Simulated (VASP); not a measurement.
Na2Ta3, 5 atoms in the cell. It takes space group P-3m1 (No. 164, trigonal). The conventional cell has a = 3.911 Å, b = 3.911 Å, c = 5.956 Å, α = 90.00°, β = 90.00°, γ = 120.00°. Around Na (site symmetry 3m) lie 7 Ta at 2.36 to 2.67 Å. Ta (site symmetry 3m) has 4 Na at 2.36 to 2.44 Å as nearest neighbours. Ta (site symmetry -3m) is surrounded by 6 Na at 2.67 Å. The cell was built by a generator and needn't be a form met in nature.

```yaml
Program: VASP 6.6.1
Task: single point
Functional: PBE
Potentials_or_basis: VASP PAW PBE potentials, release 64 (Na_pv, Ta_pv)
Cutoff: 520 eV
k_mesh: 8 × 8 × 5
Occupations: fermi-dirac, width 0.05 eV
Spin: no spin polarisation
Further_INCAR_settings: ALGO = Normal; EDIFF = 1e-07; NBANDS = 32
```

Potentials or basis: VASP PAW PBE potentials, release 64 (Na_pv, Ta_pv).

Launch:

```bash
$ cat potpaw_PBE.64/Na_pv/POTCAR potpaw_PBE.64/Ta_pv/POTCAR > POTCAR
$ mpirun -np 1 vasp_std > vasp.out
```

Hardware: 1 thread of Intel(R) Xeon(R) Platinum 8259CL CPU @ 2.50GHz (Skylake/Cascade Lake) (shared host).

Problem. How long does it take, and how much memory?

Solution. It took 89 s on 1 thread of Intel(R) Xeon(R) Platinum 8259CL CPU @ 2.50GHz (Skylake/Cascade Lake), on a shared host, peak memory 0.24 GiB. Counts: scf iterations 14, k points 40.
